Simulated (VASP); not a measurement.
Input of a VASP 6.6.1 run:

The input INCAR:

```
PREC = Accurate ; ENCUT = 600
EDIFF = 1E-6 ; ISMEAR = -1
SIGMA = 0.05 ; LREAL = False
LASPH = True ; NELM = 100
ALGO = Normal ; ISIF = 3
LWAVE = False ; LCHARG = False
ISPIN = 2 ; MAGMOM = 4 0 0 0 0
LORBIT = 11 ; LMAXMIX = 4
GGA = PS ; IVDW = 11
IBRION = 2 ; NSW = 60
EDIFFG = -0.01
```

File KPOINTS:

```
regular mesh
0
Gamma
  5 5 5
```

The input POSCAR:

```
MnSiSe3
1.0
    4.8341200000      0.0000000000      0.0000000000
    0.0000000000      4.8341200000      0.0000000000
    0.0000000000      0.0000000000      4.8341200000
Mn Si Se
1 1 3
Direct
    0.0000000000      0.0000000000      0.0000000000
    0.5000000000      0.5000000000      0.5000000000
    0.0000000000      0.5000000000      0.5000000000
    0.5000000000      0.0000000000      0.5000000000
    0.5000000000      0.5000000000      0.0000000000
```

Potentials or basis: VASP PAW PBE potentials, release 64 (Mn_pv, Si, Se).

Launch:

```bash
$ cat potpaw_PBE.64/Mn_pv/POTCAR potpaw_PBE.64/Si/POTCAR potpaw_PBE.64/Se/POTCAR > POTCAR
$ mpirun -np 1 vasp_std > vasp.out
```

(1) What does it give for the band gap on the k mesh?

(2) Predict the site moments.

(3) What does it give for the relaxed volume?

(4) Predict the relaxed cell.

Results:

(1) none (metal or under the smearing width).

(2) Mn +4.48; Si +0.04; Se +0.06 μB.

(3) 21.24 Å³/atom.

(4) a = 4.736 Å, b = 4.736 Å, c = 4.736 Å, α = 90.00°, β = 90.00°, γ = 90.00°.

Caveat: the PAW data sets were made with another functional, which shifts forces and pressure a little; a cell with one magnetic atom can't hold antiferromagnetic order, which such compounds often take; semilocal functionals often make such compounds metallic where correlation or magnetic order opens a gap, which also shifts bond lengths; pairwise dispersion overbinds metals, which lowers pressure and volume.
